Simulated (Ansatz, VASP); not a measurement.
# Cross-check of Ni (Nickel) between VASP and Ansatz

One calculation is typed for both programs; each brings its own data sets. How far apart do they land? The cell is taken from a series of runs on this material, whose earlier steps may have relaxed, scaled, displaced or heated it; both programs get it as it stands.

Calculated with Ansatz 0.2.0; plane waves, with VASP 6.6.1 beside it; single point at PBEsol.

## 1. Starting point

It takes space group Fm-3m (No. 225, cubic). The conventional cell has a = 3.383 Å, b = 3.383 Å, c = 3.383 Å, α = 90.00°, β = 90.00°, γ = 90.00°. Nearest to Ni lie 12 Ni at 2.39 Å.

## 2. Ansatz: single point, PBEsol, pair 1

Ansatz runs on its PAW soft_1 files.

A single point gives forces, pressure and levels at one fixed geometry, so differences don't come from the geometry; what else differs is listed under the comparison.

The input, input.yaml:

```yaml
crystal:
  lattice:
    - [0.0, 1.6914576, 1.6914576]
    - [1.6914576, 0.0, 1.6914576]
    - [1.6914576, 1.6914576, 0.0]
  atoms:
    - { symbol: Ni, position: [0.0, 0.0, 0.0], spin: 0.7 }
magnetization:
  spin_polarized: true
kpoints:
  mp_grid: { grid: [20, 20, 20] }
  band_path:
    path:
      - [0.0, 0.0, 0.0]
      - [0.5, 0.0, 0.5]
      - [0.625, 0.25, 0.625]
      - [0.375, 0.375, 0.75]
      - [0.0, 0.0, 0.0]
      - [0.5, 0.5, 0.5]
      - [0.5, 0.25, 0.75]
    npoints: 11
hamiltonian:
  xc: pbesol
  pseudopotentials: { kind: paw, azcp: { folder: soft_1 }, xc_functional: pbe }
scf:
  occupations: { method: fermi_dirac, width: 0.1 }
  lower_state_search: "off"
output:
  write_bands: true
  eigenstates:
    nscf_kmesh: { grid: [20, 20, 20] }
    top_band: c18
    exchange_couplings: { magnetic: [{ species: Ni }] }
```

The run is started by

```bash
$ ansatz run input.yaml --threads 4 --pin off --max-ram 8192MiB --backend cpu --events-out ev --progress --plain --runs-dir out
```

Numbers of over 12 decimals in the logs are rounded to 6 here.

The program printed:

```text
Engine: ansatz 0.2.0, x86_64-unknown-linux-gnu
Pseudopotentials: kind: paw
Pseudopotential: Ni, paw, valence charge 18, recommended cutoff 420 eV (normal), soft_1/Ni.paw.azcp
Functional definition: PBEsol
  exchange = pbesol_x
  correlation = pbesol_c
Crystal: 1 atoms, lattice volume = 9.679 Å³
Basis set: ecut = 420 eV, 169 PW (Γ)
Bands: 14, of which v1, the nominal top of the filled ones, is band 9 counted from 1 (8 counted from 0)
Symmetry: 48 space group operations
Space group: Fm-3m (ITA 225), of the structure as read, at distance tolerance 2.1e-5 Å
Magnetic group: BNS 225.116 (UNI 1618), of the structure as read, at distance tolerance 2.1e-5 Å
k-points: 256 of 8000
Non-local potential: Ni, projectors of the file, l = 0: 3, l = 1: 2, l = 2: 3, l = 3: 1
PAW form: soft (Blöchl's): semilocal exchange-correlation on the pseudo side does not see the compensation charge
PAW frozen core: Ni, regenerated for the run's functional, and the local potential with it (the file was generated under x = pbe(κ = 0.804, μ = 0.219515), c = pbe(β = 0.066725))
PAW one-centre angular grid: Ni, 590 points (default); XC on 64 Gauss nodes
Initial density: superposition of atomic densities (chi_scale 0.1, normalization cell)
Starting moments: Σ|m| = 0.7 μB on 1 of 1 site
Initial wavefunctions: pseudopotential atomic-orbital guess
Functional: x = pbesol(κ = 0.804, μ = 0.123457), c = pbesol(β = 0.046)
iter 1 solved again at ethr=3.12e-4 eV; its pass at ethr=3.10e-3 eV (dr2=5.62e-2 eV) is discarded
SCF iter   1: F=—  HF=-5804.983026 eV  |F-HF|=—  |Δ(HF+E_count)|=         —  Δρ=2.45e-2 (↑1.36e-2 ↓2.45e-2)  dr2=5.64e-2  dr2_m=6.73e-3  M=0.598 μB ∫|m|=0.619 μB  β_m=0.30  ethr=3.12e-4  ⟨swp⟩=1.0  Hψ=42910  notcnv=0
preconditioner: auto → none  [metal: Δε(μ)=0.006 eV  Ē_g=18.059 eV  σ=0.100 eV  W_gap=0.02  n_scr=0 (ndim 8)  ℏωp=37.7 eV  f_vac=0.000  D(μ)=1.56/eV (n_scr^D=26)]
SCF iter   2: F=—  HF=-5804.967464 eV  |F-HF|=—  |Δ(HF+E_count)|=   1.56e-2  Δρ=8.90e-3 (↑8.34e-3 ↓8.90e-3)  dr2=3.57e-3  dr2_m=3.65e-3  M=0.586 μB ∫|m|=0.617 μB  β_m=0.30  ethr=3.12e-4  ⟨swp⟩=2.5  Hψ=12155  notcnv=0
SCF iter   3: F=—  HF=-5804.964629 eV  |F-HF|=—  |Δ(HF+E_count)|=   2.84e-3  Δρ=8.41e-3 (↑4.31e-3 ↓8.41e-3)  dr2=1.43e-3  dr2_m=2.49e-3  M=0.588 μB ∫|m|=0.626 μB  β_m=1.00  ethr=1.99e-5  ⟨swp⟩=2.8  Hψ=14487  notcnv=0
SCF iter   4: F=—  HF=-5804.963161 eV  |F-HF|=—  |Δ(HF+E_count)|=   1.47e-3  Δρ=3.75e-3 (↑3.75e-3 ↓5.10e-4)  dr2=9.62e-4  dr2_m=2.63e-4  M=0.582 μB ∫|m|=0.638 μB  β_m=1.00  ethr=7.94e-6  ⟨swp⟩=2.2  Hψ=13437  notcnv=0
SCF iter   5: F=—  HF=-5804.963677 eV  |F-HF|=—  |Δ(HF+E_count)|=   5.16e-4  Δρ=2.14e-3 (↑2.14e-3 ↓3.57e-4)  dr2=3.23e-4  dr2_m=8.08e-5  M=0.583 μB ∫|m|=0.644 μB  β_m=1.00  ethr=5.34e-6  ⟨swp⟩=1.0  Hψ=7536  notcnv=0
SCF iter   6: F=—  HF=-5804.964136 eV  |F-HF|=—  |Δ(HF+E_count)|=   4.58e-4  Δρ=8.90e-4 (↑8.90e-4 ↓3.83e-4)  dr2=1.55e-5  dr2_m=3.46e-5  M=0.585 μB ∫|m|=0.648 μB  β_m=1.00  ethr=1.80e-6  ⟨swp⟩=1.0  Hψ=7216  notcnv=0
SCF iter   7: F=—  HF=-5804.964466 eV  |F-HF|=—  |Δ(HF+E_count)|=   3.30e-4  Δρ=5.68e-4 (↑5.68e-4 ↓3.48e-4)  dr2=3.94e-6  dr2_m=1.72e-5  M=0.587 μB ∫|m|=0.650 μB  β_m=1.00  ethr=8.63e-8  ⟨swp⟩=2.2  Hψ=10510  notcnv=0
SCF iter   8: F=—  HF=-5804.964686 eV  |F-HF|=—  |Δ(HF+E_count)|=   2.20e-4  Δρ=5.21e-4 (↑5.21e-4 ↓2.97e-4)  dr2=6.67e-6  dr2_m=1.08e-5  M=0.588 μB ∫|m|=0.652 μB  β_m=1.00  ethr=2.19e-8  ⟨swp⟩=2.0  Hψ=11536  notcnv=0
SCF iter   9: F=—  HF=-5804.964823 eV  |F-HF|=—  |Δ(HF+E_count)|=   1.37e-4  Δρ=3.38e-4 (↑3.01e-4 ↓3.38e-4)  dr2=8.31e-7  dr2_m=7.67e-6  M=0.590 μB ∫|m|=0.654 μB  β_m=0.30  ethr=2.19e-8  ⟨swp⟩=2.3  Hψ=10754  notcnv=0
Mixer restart at iter 9: flushing history
spin-set hold released at iteration 9 (site moments contracting): the magnetisation degrees of freedom join the quasi-Newton model from the next iteration; the mixer history was flushed
SCF iter  10: F=—  HF=-5804.964926 eV  |F-HF|=—  |Δ(HF+E_count)|=   1.03e-4  Δρ=4.41e-4 (↑4.41e-4 ↓4.26e-4)  dr2=6.45e-7  dr2_m=1.56e-5  M=0.591 μB ∫|m|=0.655 μB  β_m=0.54  ethr=4.62e-9  ⟨swp⟩=2.0  Hψ=11738  notcnv=0
SCF iter  11: F=—  HF=-5804.965049 eV  |F-HF|=—  |Δ(HF+E_count)|=   1.23e-4  Δρ=6.78e-4 (↑2.47e-4 ↓6.78e-4)  dr2=9.77e-6  dr2_m=1.87e-5  M=0.594 μB ∫|m|=0.660 μB  β_m=0.82  ethr=3.58e-9  ⟨swp⟩=2.5  Hψ=12600  notcnv=0
SCF iter  12: F=—  HF=-5804.965073 eV  |F-HF|=—  |Δ(HF+E_count)|=   2.34e-5  Δρ=7.95e-4 (↑7.95e-4 ↓5.91e-4)  dr2=9.46e-5  dr2_m=9.32e-7  M=0.594 μB ∫|m|=0.661 μB  β_m=0.62  ethr=3.58e-9  ⟨swp⟩=3.1  Hψ=14473  notcnv=0  recentre
iter 13 did not close the SCF: its close was put off for a magnetic moment that had not settled (scf_convergence_deferred on its scf_iter line)
SCF iter  13: F=-5804.965051 eV  HF=-5804.965051 eV  |F-HF|=2.96e-8  |Δ(HF+E_count)|=   2.14e-5  Δρ=2.55e-5 (↑1.14e-5 ↓2.55e-5)  dr2=4.72e-9  dr2_m=2.68e-8  M=0.595 μB ∫|m|=0.662 μB  β_m=0.81  ethr=5.56e-10  ⟨swp⟩=3.6  Hψ=36075  notcnv=0
SCF iter  14: F=-5804.965051 eV  HF=-5804.965051 eV  |F-HF|=4.15e-9  |Δ(HF+E_count)|=   3.35e-8  Δρ=8.55e-6 (↑3.58e-6 ↓8.55e-6)  dr2=5.40e-10  dr2_m=2.89e-9  M=0.595 μB ∫|m|=0.662 μB  ethr=2.62e-11  ⟨swp⟩=1.3  Hψ=20740  notcnv=0
SCF 1 converged in 14 iterations: F = -5804.965051 eV  dr2 = 5.40e-10
  greatest PAW one-centre occupation: 1.001 electrons in one spin orbital (limit 2), on the Ni atom at site 0 (counted from 0), in its partial waves of l = 1
NSCF: frozen V_eff on 67 k-points
NSCF: frozen V_eff on 256 k-points
Exchange couplings: 0 of 2 parts done
Exchange couplings: 1 of 2 parts done
[...]
Exchange couplings: 8 of 9 parts done
SCF converged after 14 iterations
Magnetization: 0.5951 μB (9.2976 up, 8.7024 down)
Absolute magnetization: 0.6629 μB (∫|ρ↑−ρ↓|, with the PAW one-centre terms)
Spin contamination: 0.0044 ħ² per cell (⟨S²⟩ above its minimum at these occupations)
Per-site moments (μB) at R_I (Å): [(0.624834, 0.986734)]
Free energy (F): -5804.965051 eV
Harris-Foulkes:  -5804.965051 eV  (|F-HF|=4.15e-9)
Internal energy: -5804.915973 eV  (E = F + TS)
E sigma→0 (E₀):  -5804.940512 eV
Entropy (-TS):   -0.049078 eV (-49.078 meV/atom)
Fermi energy:    20.548442 eV
--- Per-component energies (eV) ---
  E_band       = -244.830285
  E_kinetic    = 342.347261
  E_local      = -2542.604743  (includes V_loc(G=0)·N_el)
  E_nonlocal   = -115.187684
  E_hartree    = 1406.672092
  E_xc         = -113.333749
  E_vxc        = -146.927000  (∫ρ·V_xc dr)
  E_paw        = -1621.443473  (= ΣΔE_a)
  E_vpaw       = -595.802831  (= ΣTr[D̂ρ^β])
  E_aug_tail   = 0.001039  (compensation charges beyond the density's cutoff)
  E_ewald      = -3161.564004
  E_core_change = 0.197289  (= ΣΔE_core)
  E_smearing   = -0.049078  (= −TS)
  E_closure    = 0.000000  (closes the sum)
  Σ components = -5804.965051   (vs F -5804.965051, Δ=0.00e0)
--- Band table (eV; the first three rows and the last of 512) ---
  k-point 0 ↑: bands = [... 5 lower, 17.8075, 17.8075, 17.8075, 19.1918, 19.1918, 44.9483, 49.7820, 49.7820, ... 1 higher]
  k-point 1 ↑: bands = [... 5 lower, 17.7758, 17.8342, 17.8342, 19.1799, 19.1799, 44.7209, 48.3112, 49.5407, ... 1 higher]
  k-point 2 ↑: bands = [... 5 lower, 17.6881, 17.9062, 17.9062, 19.1520, 19.1520, 43.5649, 46.7222, 49.0416, ... 1 higher]
  k-point 255 ↓: bands = [... 5 lower, 17.5609, 17.5609, 19.6675, 20.9953, 29.0988, 29.0988, 31.4752, 33.0210, ... 1 higher]
```

Reading the cycles: dr2 is the Hartree energy of the density residual (eV), the measure of convergence; HF is the Harris–Foulkes estimate of the energy, which meets the free energy F at convergence.

## 3. VASP: single point, PBEsol, pair 1

The same cell, functional, mesh and smearing now go to VASP, with its own data sets.

Lines of VASP's logs that name or quote its potential files are left out, and so is its time.

The input, INCAR:

```
SYSTEM = Ni
PREC = Accurate
ENCUT = 520
EDIFF = 1E-06
NELM = 200
ISMEAR = -1
SIGMA = 0.1
LREAL = .FALSE.
ALGO = Normal
GGA = PS
NBANDS = 12
ISPIN = 2
MAGMOM = 0.62
LASPH = .TRUE.
LMAXMIX = 4
LORBIT = 11
LWAVE = .FALSE.
LCHARG = .FALSE.
ISIF = 2
GGA_COMPAT = .FALSE.
KPAR = 2
```

The input, POSCAR:

```
Ni
1.0
    0.0000000000      1.6914576000      1.6914576000
    1.6914576000      0.0000000000      1.6914576000
    1.6914576000      1.6914576000      0.0000000000
Ni
1
Direct
    0.0000000000      0.0000000000      0.0000000000
```

The input, KPOINTS:

```
Automatic mesh
0
Gamma
20 20 20
0 0 0
```

PAW data sets: Ni (PBE family, release 64).

The run is started by

```bash
$ mpirun -np 2 vasp_std
```

The program printed:

```text
[banner, memory and clock lines left out]
running    2 mpi-ranks, on    1 nodes
 distrk:  each k-point on    1 cores,    2 groups
 distr:  one band on    1 cores,    1 groups

 POSCAR found type information on POSCAR Ni
 POSCAR found :  1 types and       1 ions
|                                                                             |
|               ----> ADVICE to this user running VASP <----                  |
|                                                                             |
|     You enforced a specific xc type in the INCAR file but a different       |
|     [... a line on the potential file left out ...]
|     I HOPE YOU KNOW WHAT YOU ARE DOING!                                     |
|                                                                             |

 LDA part: xc-table for (Slater+PW92), standard interpolation
 POSCAR, INCAR and KPOINTS ok, starting setup
 FFT: planning ... GRIDC
 FFT: planning ... GRID_SOFT
 FFT: planning ... GRID
 WAVECAR not read
 entering main loop
       N       E                     dE             d eps       ncg     rms          rms(c)
DAV:   1     0.300547276758E+02    0.30055E+02   -0.45265E+03 12848   0.110E+03
DAV:   2    -0.622483509113E+01   -0.36280E+02   -0.34107E+02 13144   0.175E+02
DAV:   3    -0.730949274895E+01   -0.10847E+01   -0.10711E+01 14172   0.331E+01
DAV:   4    -0.731745908590E+01   -0.79663E-02   -0.79646E-02 14192   0.260E+00
DAV:   5    -0.731759902412E+01   -0.13994E-03   -0.13993E-03 14692   0.322E-01    0.119E+01
DAV:   6    -0.640175235647E+01    0.91585E+00   -0.13848E+01 15836   0.510E+01    0.526E+00
DAV:   7    -0.614724024602E+01    0.25451E+00   -0.19252E+00 15584   0.179E+01    0.233E+00
DAV:   8    -0.612533402210E+01    0.21906E-01   -0.29586E-02 17808   0.154E+00    0.954E-01
DAV:   9    -0.612311533080E+01    0.22187E-02   -0.12226E-03 18692   0.249E-01    0.293E-01
DAV:  10    -0.612267273758E+01    0.44259E-03   -0.19223E-04 18876   0.872E-02    0.964E-02
DAV:  11    -0.612261136475E+01    0.61373E-04   -0.12954E-04 17068   0.105E-01    0.283E-02
DAV:  12    -0.612261278569E+01   -0.14209E-05   -0.16446E-06 11036   0.148E-02    0.117E-02
DAV:  13    -0.612261318388E+01   -0.39819E-06   -0.63140E-07  7280   0.765E-03
   1 F= -.61226132E+01 E0= -.60976178E+01  d E =-.499908E-01  mag=     0.5836
```

Parts of OUTCAR (step 3):

```text
ion  position               nearest neighbor table
   1  0.000  0.000  0.000-

  LATTYP: Found a face centered cubic cell.
 ALAT       =     3.3829152000

 Subroutine GETGRP returns: Found 48 space group operations
 (whereof 48 operations were pure point group operations)

The static configuration has the point symmetry O_h .

 Found    256 irreducible k-points:

   k-points           NKPTS =    256   k-points in BZ     NKDIM =    256   number of bands    NBANDS=     12

   dimension x,y,z NGX =    18 NGY =   18 NGZ =   18
   dimension x,y,z NGXF=    36 NGYF=   36 NGZF=   36

   ENCUT  =  520.0 eV  38.22 Ry    6.18 a.u.   4.45  4.45  4.45*2*pi/ulx,y,z

   NELECT =      10.0000    total number of electrons

 k-points in reciprocal lattice and weights: Automatic mesh
   0.00000000  0.00000000  0.00000000       0.000
   0.05000000  0.00000000  0.00000000       0.001
   0.10000000  0.00000000  0.00000000       0.001
   0.15000000  0.00000000  0.00000000       0.001
   0.20000000  0.00000000  0.00000000       0.001
   0.25000000  0.00000000  0.00000000       0.001
   0.30000000  0.00000000  0.00000000       0.001
   0.35000000  0.00000000  0.00000000       0.001
   0.40000000  0.00000000  0.00000000       0.001
[...]
-0.30000000  0.50000000  0.20000000       0.002
  -0.25000000  0.50000000  0.25000000       0.001

 average (electrostatic) potential at core
       1 -80.3316

 E-fermi :  10.9294

 spin component 1
 k-point     1 :       0.0000    0.0000    0.0000
  band No.  band energies     occupation
    ...
      2       8.2271      1.00000
      3       8.2271      1.00000
      4       8.2271      1.00000
      5       9.5953      1.00000
      6       9.5953      1.00000
      7      35.6239      0.00000
      8      40.3955      0.00000
      9      40.3955      0.00000
     10      40.3955      0.00000
     11      43.7958      0.00000
    ...

 k-point     2 :       0.0500    0.0000    0.0000
  band No.  band energies     occupation
    ...
      2       8.1957      1.00000
      3       8.2535      1.00000
      4       8.2535      1.00000
      5       9.5835      1.00000
      6       9.5835      1.00000
      7      35.3982      0.00000
      8      38.9522      0.00000
      9      40.1847      0.00000
     10      40.1847      0.00000
     11      44.1122      0.00000
    ...

 k-point     3 :       0.1000    0.0000    0.0000
  band No.  band energies     occupation
    ...
      2       8.1086      1.00000
      3       8.3246      1.00000
      4       8.3246      1.00000
      5       9.5557      1.00000
      6       9.5557      1.00000
      7      34.2151      0.00000
      8      37.3604      0.00000
      9      39.7233      0.00000
     10      39.7233      0.00000
     11      44.7013      0.00000
    ...

 k-point     4 :       0.1500    0.0000    0.0000
  band No.  band energies     occupation
    ...
      2       7.9883      1.00000
      3       8.4147      1.00000
      4       8.4147      1.00000
      5       9.5373      1.00000
      6       9.5373      1.00000
      7      31.8754      0.00000
      8      36.7451      0.00000
      9      39.2240      0.00000
     10      39.2240      0.00000
     11      44.6242      0.00000
    ...

 k-point     5 :       0.2000    0.0000    0.0000
  band No.  band energies     occupation
    ...
      2       7.8733      1.00000
      3       8.4805      1.00000
      4       8.4805      1.00000
      5       9.5690      1.00000
      6       9.5690      1.00000
      7      29.2214      0.00000
      8      36.3378      0.00000
      9      38.7753      0.00000
     10      38.7753      0.00000
     11      44.7584      0.00000
    ...

 k-point     6 :       0.2500    0.0000    0.0000
  band No.  band energies     occupation
    ...
      2       7.8255      1.00000
      3       8.4852      1.00000
      4       8.4852      1.00000
      5       9.6824      1.00000
      6       9.6824      1.00000
      7      26.5834      0.00000
      8      35.8597      0.00000
      9      38.4042      0.00000
     10      38.4042      0.00000
     11      44.1280      0.00000
    ...

  Total        1.1576332      1.1576332      1.1576332     -0.0000000     -0.0000000      0.0000000
  in kB      191.6320768    191.6320768    191.6320768     -0.0000000     -0.0000000      0.0000000
  external PRESSURE =     191.6320768 kB  Pullay stress =       0.0000000 kB

  energy-cutoff  :      520.00
  volume of cell :        9.68
      direct lattice vectors                 reciprocal lattice vectors
     0.000000000  1.691457600  1.691457600    -0.295603035  0.295603035  0.295603035
     1.691457600  0.000000000  1.691457600     0.295603035 -0.295603035  0.295603035
     1.691457600  1.691457600  0.000000000     0.295603035  0.295603035 -0.295603035

 POSITION                                       TOTAL-FORCE (eV/Angst)
 -----------------------------------------------------------------------------------
      0.00000      0.00000      0.00000        -0.000000     -0.000000     -0.000000
 -----------------------------------------------------------------------------------
    total drift:                                0.000000     -0.000000      0.000000

  FREE ENERGIE OF THE ION-ELECTRON SYSTEM (eV)
  ---------------------------------------------------
  free  energy   TOTEN  =        -6.1226131839 eV

  energy  without entropy=       -6.0726223702  energy(sigma->0) =       -6.09761778

 total charge
# of ion       s       p       d       tot
------------------------------------------
    1        0.555   0.618   8.378   9.550

 magnetization (x)
# of ion       s       p       d       tot
------------------------------------------
    1       -0.006  -0.023   0.612   0.583

[... 6 further parts left out ...]
```

The cell holds one magnetic atom, so no antiferromagnetic order fits into it.

## 4. Side by side

Known differences besides the potentials themselves: VASP starts from the moments at which Ansatz ended; the data sets hold 18 valence electrons in Ansatz (on its PAW soft_1 files) and 10 in VASP; the cutoff is 420 eV in Ansatz and 520 eV in VASP; Ansatz makes its cores anew for this functional, VASP keeps those of its PBE data sets; site moments are counted in spheres of each program's own size. Total energies have different zeros and are not compared.

Both answers:

| quantity | Ansatz | VASP | difference |
| --- | --- | --- | --- |
| total moment (μB) | 0.60 | 0.58 | +0.01 |
| moment on Ni1 (μB) | 0.62 | 0.58 | +0.04 |

## 5. Ansatz: single point, PBEsol, pair 2

With cell and atoms fixed, the geometry can't cause a difference; cores, projectors, grids and the points listed under the comparison can. The cell compared in this pair holds 10.30 Å³, against 9.68 Å³ for the pair before.

The cell is taken from a series of runs on this material, whose earlier steps may have relaxed, scaled, displaced or heated it; both programs get it as it stands.

Changes to input.yaml since step 2:

```diff
@@ -2,5 +2,5 @@
   lattice:
-    - [0.0, 1.6914576, 1.6914576]
-    - [1.6914576, 0.0, 1.6914576]
-    - [1.6914576, 1.6914576, 0.0]
+    - [0.0, 1.7266963, 1.7266963]
+    - [1.7266963, 0.0, 1.7266963]
+    - [1.7266963, 1.7266963, 0.0]
   atoms:
```

The run is started by

```bash
$ ansatz run input.yaml --threads 4 --pin off --max-ram 8192MiB --backend cpu --events-out ev --progress --plain --runs-dir out
```

The program printed:

```text
[...]
Crystal: 1 atoms, lattice volume = 10.296 Å³
Basis set: ecut = 420 eV, 181 PW (Γ)
Bands: 14, of which v1, the nominal top of the filled ones, is band 9 counted from 1 (8 counted from 0)
Symmetry: 48 space group operations
[...]
k-points: 256 of 8000
[...]
Starting moments: Σ|m| = 0.7 μB on 1 of 1 site
[...]
k-point 0 ↑: bands = [... 5 lower, 16.4588, 16.4588, 16.4588, 17.7258, 17.7258, 42.9400, 47.2774, 47.2774, ... 1 higher]
  k-point 1 ↑: bands = [... 5 lower, 16.4303, 16.4832, 16.4832, 17.7151, 17.7151, 42.6767, 45.8462, 47.0162, ... 1 higher]
  k-point 2 ↑: bands = [... 5 lower, 16.3513, 16.5490, 16.5490, 17.6903, 17.6903, 41.3698, 44.4508, 46.4898, ... 1 higher]
  k-point 255 ↓: bands = [... 5 lower, 16.3034, 16.3034, 18.2338, 19.4474, 27.1840, 27.1840, 29.4998, 30.7658, ... 1 higher]
[key lines of the parts left out:]
SCF converged after 15 iterations
Magnetization: 0.6133 μB (9.3066 up, 8.6934 down)
Free energy (F): -5805.005629 eV
Fermi energy:    19.031027 eV
```

(Part 1 of 2 ends here.)

[Lines on the potential files, build, host, timing and source positions are cut from VASP's logs without a mark.]

[Logs are printed without paths, hosts, clocks, repeated set-up lines and the standing remarks that a program may print on its own settings, such as how far it seeks lower states.]

[Hosts, paths, dates, database ids (printed as entryN), source tags and the programs' standing remarks are cut or masked in the printed files.]
